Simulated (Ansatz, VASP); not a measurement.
# SrSnSeS in two plane-wave programs

Aim: how closely do two programs agree when they are given the same cell, functional and k mesh? The cell is invented: As first built, before any earlier steps moved the atoms (in the runner's words): it takes the SrEuSeS structure with some of its atoms replaced by other elements, volume scaled by an estimate. It may not be a known or stable phase. The cell is taken from a series of VASP runs on this material, whose earlier steps may have relaxed, scaled or displaced it; both programs get it as it stands.

Calculated with Ansatz 0.2.0; plane waves, with VASP 6.6.1 beside it; band structure at PBEsol and single point at PBEsol.

### 1. Set-up

The structure is trigonal, space group R3m (No. 160). The conventional cell has a = 4.236 Å, b = 4.236 Å, c = 20.862 Å, α = 90.00°, β = 90.00°, γ = 120.00°. Sn has 3 S at 2.97 Å and 3 Se at 3.00 Å nearest. Nearest to Sr lie 3 S at 2.95 Å and 3 Se at 3.09 Å. Se has 3 Sn at 3.00 Å and 3 Sr at 3.09 Å nearest. S has 3 Sr at 2.95 Å and 3 Sn at 2.97 Å nearest. As first built, before any earlier steps moved the atoms (in the runner's words): sites of the SrEuSeS structure (space group 160) filled with other elements, volume scaled by an estimate. Farther neighbours and most contacts between anions are not listed.

As a file:

```cif
data_structure
_symmetry_space_group_name_H-M 'R3m:H'
_symmetry_Int_Tables_number 160
_cell_length_a 4.2364
_cell_length_b 4.2364
_cell_length_c 20.8619
_cell_angle_alpha 90.000
_cell_angle_beta 90.000
_cell_angle_gamma 120.000
_cell_volume 324.25
loop_
_atom_site_label
_atom_site_type_symbol
_atom_site_symmetry_multiplicity
_atom_site_Wyckoff_symbol
_atom_site_fract_x
_atom_site_fract_y
_atom_site_fract_z
_atom_site_occupancy
Sn1 Sn 3 a 0.66667 0.33333 0.33108 1
Sr1 Sr 3 a 0.33333 0.66667 0.17101 1
Se1 Se 3 a 0.66667 0.33333 0.08076 1
S1 S 3 a 0.00000 0.00000 0.25048 1
```

### 2. VASP: band structure, PBEsol

The same path points are solved in both programs, so levels can be compared one by one.

Lines of VASP's logs that name or quote its potential files are left out, and so is its time.

INCAR reads:

```
SYSTEM = SrSnSeS
PREC = Accurate
ENCUT = 400
EDIFF = 1E-06
NELM = 100
ISMEAR = -1
SIGMA = 0.05
LREAL = .FALSE.
ALGO = Normal
GGA = PS
NBANDS = 32
LORBIT = 11
LWAVE = .FALSE.
LCHARG = .FALSE.
KPAR = 2
```

POSCAR reads:

```
SrSnSeS
1.0
    2.1182140286      1.2229519042      6.9539570828
   -2.1182140286      1.2229519042      6.9539570828
    0.0000000000     -2.4459028541      6.9539570867
Sn Sr Se S
1 1 1 1
Direct
    0.0022503877      0.0022503877      0.0022503877
    0.4956583286      0.4956583286      0.4956583286
    0.2525762012      0.2525762012      0.2525762012
    0.7495160826      0.7495160826      0.7495160826
```

KPOINTS reads:

```
Automatic mesh
0
Gamma
5 5 5
0 0 0
```

KPOINTS_OPT reads:

```
Line mode
16
Line-mode
Reciprocal
  0.00000000   0.00000000   0.00000000 GAMMA
  0.50000000   0.00000000   0.00000000 L

  0.50000000   0.00000000   0.00000000 L
  0.50000000   0.18728546  -0.18728546 B1

  0.81271454   0.50000000   0.18728546 B
  0.50000000   0.50000000   0.50000000 Z

  0.50000000   0.50000000   0.50000000 Z
  0.00000000   0.00000000   0.00000000 GAMMA

  0.00000000   0.00000000   0.00000000 GAMMA
  0.34364273   0.00000000  -0.34364273 X

  0.65635727   0.34364273   0.00000000 Q
  0.50000000   0.50000000   0.00000000 F

  0.50000000   0.50000000   0.00000000 F
  0.65635727   0.65635727   0.18728546 P1

  0.65635727   0.65635727   0.18728546 P1
  0.50000000   0.50000000   0.50000000 Z

  0.50000000   0.00000000   0.00000000 L
  0.81271454   0.34364273   0.34364273 P
```

The projector-augmented-wave data sets are Sn_d, Sr_sv, Se and S (PBE family, release 64).

The run is started by

```
> mpirun -np 2 vasp_std
```

Numbers of over 12 decimals in the logs are rounded to 6 here.

The log of the run:

```text
[banner, memory and clock lines left out]
running    2 mpi-ranks, on    1 nodes
 distrk:  each k-point on    1 cores,    2 groups
 distr:  one band on    1 cores,    1 groups

 POSCAR found type information on POSCAR SnSrSeS
 POSCAR found :  4 types and       4 ions
|                                                                             |
|               ----> ADVICE to this user running VASP <----                  |
|                                                                             |
|     You enforced a specific xc type in the INCAR file but a different       |
|     [... a line on the potential file left out ...]
|     I HOPE YOU KNOW WHAT YOU ARE DOING!                                     |
|                                                                             |

 LDA part: xc-table for (Slater+PW92), standard interpolation
 POSCAR, INCAR and KPOINTS ok, starting setup
 FFT: planning ... GRIDC
 FFT: planning ... GRID_SOFT
 FFT: planning ... GRID
 WAVECAR not read
 entering main loop
       N       E                     dE             d eps       ncg     rms          rms(c)
DAV:   1     0.268366205732E+03    0.26837E+03   -0.13759E+04  1264   0.101E+03
DAV:   2     0.138979665293E+02   -0.25447E+03   -0.23821E+03  1344   0.326E+02
DAV:   3    -0.178118228818E+02   -0.31710E+02   -0.31238E+02  1520   0.979E+01
DAV:   4    -0.200480695651E+02   -0.22362E+01   -0.22223E+01  2000   0.220E+01
DAV:   5    -0.200835313940E+02   -0.35462E-01   -0.35456E-01  1536   0.222E+00    0.206E+01
DAV:   6    -0.192582406843E+02    0.82529E+00   -0.10561E+00  1608   0.589E+00    0.117E+01
DAV:   7    -0.192574943615E+02    0.74632E-03   -0.48355E-01  1520   0.289E+00    0.203E+00
DAV:   8    -0.192424483045E+02    0.15046E-01   -0.92281E-02  1448   0.172E+00    0.548E-01
DAV:   9    -0.192426663594E+02   -0.21805E-03   -0.86230E-03  1448   0.469E-01    0.169E-01
DAV:  10    -0.192428456315E+02   -0.17927E-03   -0.90144E-04  1640   0.142E-01    0.874E-02
DAV:  11    -0.192429241558E+02   -0.78524E-04   -0.16721E-04  1648   0.617E-02    0.441E-02
DAV:  12    -0.192429284090E+02   -0.42531E-05   -0.28647E-05  1464   0.278E-02    0.115E-02
DAV:  13    -0.192429310507E+02   -0.26418E-05   -0.58109E-06  1280   0.114E-02    0.341E-03
DAV:  14    -0.192429310499E+02    0.83446E-09   -0.34905E-07   840   0.340E-03
   1 F= -.19242931E+02 E0= -.19242931E+02  d E =-.224964E-06
 Start KPOINTS_OPT (optional k-point list driver)
k-point batch [1-19\144]
       N       E                     dE             ncg
DAV:   1    -0.710304297901E+03   -0.10601E+05     1288
DAV:   2    -0.544627405529E+04   -0.47360E+04     1336
DAV:   3    -0.602998462312E+04   -0.58371E+03     1528
DAV:   4    -0.607523466964E+04   -0.45250E+02     2088
DAV:   5    -0.607566568790E+04   -0.43102E+00     1464
DAV:   6    -0.607567721442E+04   -0.11527E-01     1824
DAV:   7    -0.607567739548E+04   -0.18106E-03     1568
DAV:   8    -0.607567740094E+04   -0.54651E-05     1696
DAV:   9    -0.607567740108E+04   -0.13876E-06      936
[...]
k-point batch [134-144\144]
       N       E                     dE             ncg
DAV:   1     0.481184280367E+04   -0.11110E+05      744
DAV:   2     0.205089827404E+04   -0.27609E+04      752
DAV:   3     0.172625688224E+04   -0.32464E+03      872
DAV:   4     0.170236000775E+04   -0.23897E+02     1200
DAV:   5     0.170205369501E+04   -0.30631E+00      856
DAV:   6     0.170204545198E+04   -0.82430E-02     1064
DAV:   7     0.170204531270E+04   -0.13928E-03      920
DAV:   8     0.170204530991E+04   -0.27924E-05      936
DAV:   9     0.170204530981E+04   -0.96975E-07      560
```

Parts of OUTCAR (step 2):

```text
ion  position               nearest neighbor table
   1  0.002  0.002  0.002-   4 2.97   4 2.97   4 2.97   3 3.00   3 3.00   3 3.00   2 4.14   2 4.14
                             2 4.14   2 4.36   2 4.36   2 4.36
   2  0.496  0.496  0.496-   4 2.95   4 2.95   4 2.95   3 3.09   3 3.09   3 3.09   1 4.14   1 4.14
                             1 4.14   1 4.36   1 4.36   1 4.36
   3  0.253  0.253  0.253-   1 3.00   1 3.00   1 3.00   2 3.09   2 3.09   2 3.09
   4  0.750  0.750  0.750-   2 2.95   2 2.95   2 2.95   1 2.97   1 2.97   1 2.97

  LATTYP: Found a trigonal (rhomboedric) cell.
 ALAT       =     7.3715643618
 COS(alpha) =     0.8348607017

 Subroutine GETGRP returns: Found  6 space group operations
 (whereof  6 operations were pure point group operations)

The static configuration has the point symmetry C_3v.

 Found     19 irreducible k-points:

   k-points           NKPTS =     19   k-points in BZ     NKDIM =     19   number of bands    NBANDS=     32

   dimension x,y,z NGX =    48 NGY =   48 NGZ =   48
   dimension x,y,z NGXF=    96 NGYF=   96 NGZF=   96

   ENCUT  =  400.0 eV  29.40 Ry    5.42 a.u.  12.02 12.02 12.02*2*pi/ulx,y,z

   NELECT =      36.0000    total number of electrons

 k-points in reciprocal lattice and weights: Automatic mesh
   0.00000000  0.00000000  0.00000000       0.008
   0.20000000 -0.00000000 -0.00000000       0.048
   0.40000000  0.00000000  0.00000000       0.048
   0.20000000  0.20000000  0.00000000       0.048
   0.40000000  0.20000000  0.00000000       0.096
  -0.40000000  0.20000000 -0.00000000       0.096
  -0.20000000  0.20000000  0.00000000       0.048
   0.40000000  0.40000000  0.00000000       0.048
  -0.40000000  0.40000000  0.00000000       0.048
[...]
0.40000000  0.40000000  0.40000000       0.016
  -0.40000000  0.40000000  0.40000000       0.048

 average (electrostatic) potential at core
       1-102.4203       2 -36.1804       3 -53.3356       4 -86.7258

 E-fermi :   4.5980

 k-point     1 :       0.0000    0.0000    0.0000
  band No.  band energies     occupation
    ...
     14       2.0393      2.00000
     15       2.4275      2.00000
     16       2.5950      2.00000
     17       2.6708      2.00000
     18       2.6708      2.00000
     19       5.5957      0.00000
     20       7.0704      0.00000
     21       7.0704      0.00000
     22       7.8845      0.00000
     23       7.9478      0.00000
    ...

 k-point     2 :       0.2000   -0.0000   -0.0000
  band No.  band energies     occupation
    ...
     14       1.3402      2.00000
     15       1.7354      2.00000
     16       2.4383      2.00000
     17       2.6020      2.00000
     18       3.6236      2.00000
     19       6.1091      0.00000
     20       6.6384      0.00000
     21       7.0936      0.00000
     22       7.5230      0.00000
     23       8.5175      0.00000
    ...

 k-point     3 :       0.4000    0.0000    0.0000
  band No.  band energies     occupation
    ...
     14       0.7664      2.00000
     15       1.3057      2.00000
     16       1.9848      2.00000
     17       2.5276      2.00000
     18       3.6050      2.00000
     19       6.0978      0.00000
     20       7.1615      0.00000
     21       7.3217      0.00000
     22       7.6998      0.00000
     23       8.7910      0.00000
    ...

  Total        0.0400623      0.0400623      0.0358793      0.0000000      0.0000000      0.0000000
  in kB        0.5938600      0.5938601      0.5318540      0.0000000      0.0000000      0.0000000
  external PRESSURE =       0.5731914 kB  Pullay stress =       0.0000000 kB

  energy-cutoff  :      400.00
  volume of cell :      108.08
      direct lattice vectors                 reciprocal lattice vectors
     2.118214029  1.222951904  6.953957083     0.236047913  0.136282310  0.047934332
    -2.118214029  1.222951904  6.953957083    -0.236047913  0.136282310  0.047934332
     0.000000000 -2.445902854  6.953957087     0.000000000 -0.272564619  0.047934351

 POSITION                                       TOTAL-FORCE (eV/Angst)
 -----------------------------------------------------------------------------------
      0.00000      0.00000      0.04695         0.000000     -0.000000     -0.003179
      0.00000      0.00000     10.34036         0.000000     -0.000000     -0.006337
      0.00000      0.00000      5.26921         0.000000      0.000000      0.003924
      0.00000      0.00000     15.63631         0.000000      0.000000      0.005593
 -----------------------------------------------------------------------------------
    total drift:                               -0.000000      0.000000     -0.000103

  FREE ENERGIE OF THE ION-ELECTRON SYSTEM (eV)
  ---------------------------------------------------
  free  energy   TOTEN  =       -19.2429310499 eV

  energy  without entropy=      -19.2429308249  energy(sigma->0) =      -19.24293094

 total charge
# of ion       s       p       d       tot
------------------------------------------
    1        1.434   0.596   9.994  12.024
    2        2.013   5.746   0.227   7.987
    3        1.451   2.392   0.014   3.857
    4        1.330   2.368   0.000   3.698
--------------------------------------------------
tot          6.229  11.102  10.235  27.566

[... 3 further parts left out ...]
```

The run ends at a pressure of 0.06 GPa, with forces up to 0.0063 eV/Å.

### 3. Ansatz: band structure, PBEsol

Ansatz runs on its default PAW (the set named soft_2) files.

The same cell, functional, mesh and smearing now go to Ansatz, which takes its cutoff from its data sets.

input.yaml reads:

```yaml
crystal:
  lattice:
    - [2.1182140286, 1.2229519042, 6.9539570828]
    - [-2.1182140286, 1.2229519042, 6.9539570828]
    - [0.0, -2.4459028541, 6.9539570867]
  atoms:
    - { symbol: Sn, position: [0.0022503877, 0.0022503877, 0.0022503877] }
    - { symbol: Sr, position: [0.4956583286, 0.4956583286, 0.4956583286] }
    - { symbol: Se, position: [0.2525762012, 0.2525762012, 0.2525762012] }
    - { symbol: S, position: [0.7495160826, 0.7495160826, 0.7495160826] }
hamiltonian:
  xc: pbesol
  pseudopotentials: { kind: paw }
kpoints:
  mp_grid: { grid: [5, 5, 5] }
  band_path:
    path:
      - [0.0, 0.0, 0.0]
      - [0.13333, 0.0, 0.0]
      - [0.3, 0.0, 0.0]
      - [0.46667, 0.0, 0.0]
      - [0.5, 0.03746, -0.03746]
      - [0.5, 0.09989, -0.09989]
      - [0.5, 0.16231, -0.16231]
      - [0.77102, 0.5, 0.22898]
      - [0.66678, 0.5, 0.33322]
      - [0.56254, 0.5, 0.43746]
      - [0.5, 0.5, 0.5]
      - [0.46667, 0.46667, 0.46667]
      - [0.3, 0.3, 0.3]
      - [0.13333, 0.13333, 0.13333]
      - [0.0, 0.0, 0.0]
      - [0.11455, 0.0, -0.11455]
      - [0.20619, 0.0, -0.20619]
      - [0.32073, 0.0, -0.32073]
      - [0.62509, 0.37491, 0.0]
      - [0.57297, 0.42703, 0.0]
      - [0.52085, 0.47915, 0.0]
      - [0.52085, 0.52085, 0.02497]
      - [0.57297, 0.57297, 0.0874]
      - [0.62509, 0.62509, 0.14983]
      - [0.64593, 0.64593, 0.20813]
      - [0.59381, 0.59381, 0.31237]
      - [0.5417, 0.5417, 0.41661]
      - [0.5, 0.0, 0.0]
      - [0.60424, 0.11455, 0.11455]
      - [0.70848, 0.2291, 0.2291]
      - [0.81271, 0.34364, 0.34364]
    npoints: 1
scf:
  occupations: { method: fermi_dirac, width: 0.05 }
  n_extra_bands: 8
output:
  forces: true
  stress: true
  eigenvalues: true
```

The run is started by

```
> ansatz run input.yaml --threads 2 --pin off --max-ram 4608MiB --backend cpu --events-out ev --progress --plain --runs-dir out
```

The log of the run:

```text
basis.fft_grid_basis auto: the FFT boxes are laid along the combinations [[1, 0, -1], [0, 1, -1], [0, 0, 1]] of the cell's own vectors, 4.236, 4.236 and 7.372 Å long. The dense box has 30×30×50 points. Along the cell's own vectors, as sized, it would have 50×50×50, 2.78 times as many. Of the 6 symmetry operations that the crystal satisfies within crystal.symmetry.tolerance (time reversal apart; of a slab, those that  [...]
scf.n_extra_bands = 8 over 23 filled bands (N_el = 46.0): the run solves 31 bands
Engine: ansatz 0.2.0, aarch64-unknown-linux-gnu
Pseudopotentials: kind: paw
Pseudopotential: Sn, paw, valence charge 14, recommended cutoff 420 eV (normal), Sn.paw.azcp
Pseudopotential: Sr, paw, valence charge 10, recommended cutoff 420 eV (normal), Sr.paw.azcp
Pseudopotential: Se, paw, valence charge 16, recommended cutoff 420 eV (normal), Se.paw.azcp
Pseudopotential: S, paw, valence charge 6, recommended cutoff 420 eV (normal), S.paw.azcp
Functional definition: PBEsol
  exchange = pbesol_x
  correlation = pbesol_c
Crystal: 4 atoms, lattice volume = 108.084 Å³
Basis set: ecut = 420 eV, 2123 PW (Γ), FFT grids on a1−a3, a2−a3, a3, exchange–correlation on 60×60×100 points (8 copies of the dense FFT grid, shifted against one another)
Bands: 31, of which v1, the nominal top of the filled ones, is band 23 counted from 1 (22 counted from 0)
Symmetry: 6 space group operations
Space group: R3m (ITA 160), of the structure as read, at distance tolerance 4.8e-5 Å
k-points: 19 of 125 (time reversal used)
Non-local potential: Sn, projectors of the file, l = 0: 2, l = 1: 2, l = 2: 2, l = 3: 2
Non-local potential: Sr, projectors of the file, l = 0: 3, l = 1: 2, l = 2: 2
Non-local potential: Se, projectors of the file, l = 0: 2, l = 1: 2, l = 2: 3, l = 3: 1
Non-local potential: S, projectors of the file, l = 0: 2, l = 1: 2, l = 2: 2
PAW form: soft (Blöchl's): semilocal exchange-correlation on the pseudo side does not see the compensation charge
PAW frozen core: Sn, regenerated for the run's functional, and the local potential with it (the file was generated under x = pbe(κ = 0.804, μ = 0.219515), c = pbe(β = 0.066725))
PAW frozen core: Sr, regenerated for the run's functional, and the local potential with it (the file was generated under x = pbe(κ = 0.804, μ = 0.219515), c = pbe(β = 0.066725))
PAW frozen core: Se, regenerated for the run's functional, and the local potential with it (the file was generated under x = pbe(κ = 0.804, μ = 0.219515), c = pbe(β = 0.066725))
PAW frozen core: S, regenerated for the run's functional, and the local potential with it (the file was generated under x = pbe(κ = 0.804, μ = 0.219515), c = pbe(β = 0.066725))
PAW one-centre angular grid: Sn, 590 points (default); XC on 64 Gauss nodes
PAW one-centre angular grid: Sr, 110 points (default); XC on 64 Gauss nodes
PAW one-centre angular grid: Se, 590 points (default); XC on 64 Gauss nodes
PAW one-centre angular grid: S, 110 points (default); XC on 64 Gauss nodes
Initial density: superposition of atomic densities (neutral atoms: chi_scale 0, normalization atom), corrected by the library's trained network
Initial wavefunctions: pseudopotential atomic-orbital guess
Functional: x = pbesol(κ = 0.804, μ = 0.123457), c = pbesol(β = 0.046)
SCF iter   1: F=—  HF=-15756.048471 eV  |F-HF|=—  |Δ(HF+E_count)|=         —  Δρ=4.08e-3  dr2=3.28e-2  ethr=1.77e-3  ⟨swp⟩=9.7  Hψ=3217  notcnv=0  defer=1
preconditioner: auto → Resta (q_TF=auto, 2.366 Å⁻¹)  ε∞=3.1  [insulator: Δε(μ)=1.177 eV  Ē_g=12.150 eV  σ=0.050 eV  W_gap=1.00  n_scr=28 (ndim 8)  ℏωp=17.5 eV  f_vac=0.001  D(μ)=0.00/eV (n_scr^D=0)  ε∞_Penn≈3.1]
SCF iter   2: F=—  HF=-15756.040198 eV  |F-HF|=—  |Δ(HF+E_count)|=   8.27e-3  Δρ=1.33e-3  dr2=2.47e-3  ethr=7.13e-5  ⟨swp⟩=2.0  Hψ=957  notcnv=0  defer=34
SCF iter   3: F=—  HF=-15756.039666 eV  |F-HF|=—  |Δ(HF+E_count)|=   5.32e-4  Δρ=4.99e-4  dr2=2.55e-4  ethr=5.37e-6  ⟨swp⟩=2.5  Hψ=792  notcnv=0  defer=34
SCF iter   4: F=—  HF=-15756.039659 eV  |F-HF|=—  |Δ(HF+E_count)|=   7.87e-6  Δρ=1.55e-4  dr2=2.20e-5  ethr=5.54e-7  ⟨swp⟩=2.3  Hψ=696  notcnv=0  defer=34
SCF iter   5: F=—  HF=-15756.039668 eV  |F-HF|=—  |Δ(HF+E_count)|=   9.39e-6  Δρ=2.99e-5  dr2=1.46e-6  ethr=4.78e-8  ⟨swp⟩=2.4  Hψ=781  notcnv=0  defer=34
SCF iter   6: F=—  HF=-15756.039668 eV  |F-HF|=—  |Δ(HF+E_count)|=   1.94e-7  Δρ=1.32e-5  dr2=2.96e-7  ethr=3.16e-9  ⟨swp⟩=2.0  Hψ=975  notcnv=0  defer=34
SCF iter   7: F=-15756.039668 eV  HF=-15756.039668 eV  |F-HF|=9.91e-9  |Δ(HF+E_count)|=   2.10e-8  Δρ=4.22e-6  dr2=2.32e-8  ethr=2.17e-10  ⟨swp⟩=10.5  Hψ=2970  notcnv=0
SCF 1 converged in 7 iterations: F = -15756.039668 eV  dr2 = 2.32e-8
  greatest PAW one-centre occupation: 1.000 electrons in one spin orbital (limit 2), on the Se atom at site 2 (counted from 0), in its partial waves of l = 2
NSCF: frozen V_eff on 31 k-points
SCF converged after 7 iterations
Free energy (F): -15756.039668 eV
Harris-Foulkes:  -15756.039668 eV  (|F-HF|=9.91e-9)
Internal energy: -15756.039668 eV  (E = F + TS)
E sigma→0 (E₀):  -15756.039668 eV
Entropy (-TS):   -0.000000 eV (-0.000 meV/atom)
Fermi energy:    8.348696 eV
--- Per-component energies (eV) ---
  E_band       = -577.163587
  E_kinetic    = 657.220935
  E_local      = -4509.485173  (includes V_loc(G=0)·N_el)
  E_nonlocal   = -392.609120
  E_hartree    = 2144.526548
  E_xc         = -752.889195
  E_vxc        = -446.658763  (∫ρ·V_xc dr)
  E_paw        = -9156.245234  (= ΣΔE_a)
  E_vpaw       = -174.686085  (= ΣTr[D̂ρ^β])
  E_aug_tail   = -0.000602  (compensation charges beyond the density's cutoff)
  E_ewald      = -3748.047414
  E_core_change = 1.489587  (= ΣΔE_core)
  E_smearing   = -0.000000  (= −TS)
  E_closure    = 0.000000  (closes the sum)
  Σ components = -15756.039668   (vs F -15756.039668, Δ=0.00e0)
--- Forces (eV/Å), atoms counted from 1 ---
  atom   1  Sn     0.00000000    -0.00000000    -0.00598227
  atom   2  Sr     0.00000000    -0.00000000    -0.00749414
  atom   3  Se     0.00000000    -0.00000000    -0.01312181
  atom   4  S      0.00000000     0.00000000     0.02664772
  max |Σ_I F_I| component: 4.95e-5 eV/Å
--- Stress (GPa, compression-positive) ---
       -0.036686       0.000000      -0.000000
        0.000000      -0.036686      -0.000000
       -0.000000      -0.000000      -0.047942
  P = ⅓ Tr σ = -0.0404 GPa (-0.404 kbar)
--- Band table (eV; the first three rows and the last of 19) ---
  k-point 0: bands = [... 19 lower, 6.1797, 6.3420, 6.4188, 6.4188, 9.3481, 10.8176, 10.8176, 11.6462, ... 4 higher]
  k-point 1: bands = [... 19 lower, 5.4893, 6.1875, 6.3514, 7.3747, 9.8612, 10.3888, 10.8440, 11.2825, ... 4 higher]
  k-point 2: bands = [... 19 lower, 5.0608, 5.7388, 6.2767, 7.3559, 9.8530, 10.9155, 11.0816, 11.4497, ... 4 higher]
  k-point 18: bands = [... 19 lower, 5.6292, 5.7649, 6.1566, 7.2092, 10.0544, 10.7363, 10.9661, 11.0901, ... 4 higher]
```

It took 5.4 s on 2 threads of Arm Neoverse V2, shared host; peak memory 0.38 GiB.

(Part 1 of 2 ends here.)

[Lines on the potential files, build, host, timing and source positions are cut from VASP's logs without a mark.]

[Logs are printed without paths, hosts, clocks, repeated set-up lines and the standing remarks that a program may print on its own settings, such as how far it seeks lower states.]

[Hosts, paths, dates, database ids (printed as entryN), source tags and the programs' standing remarks are cut or masked in the printed files.]
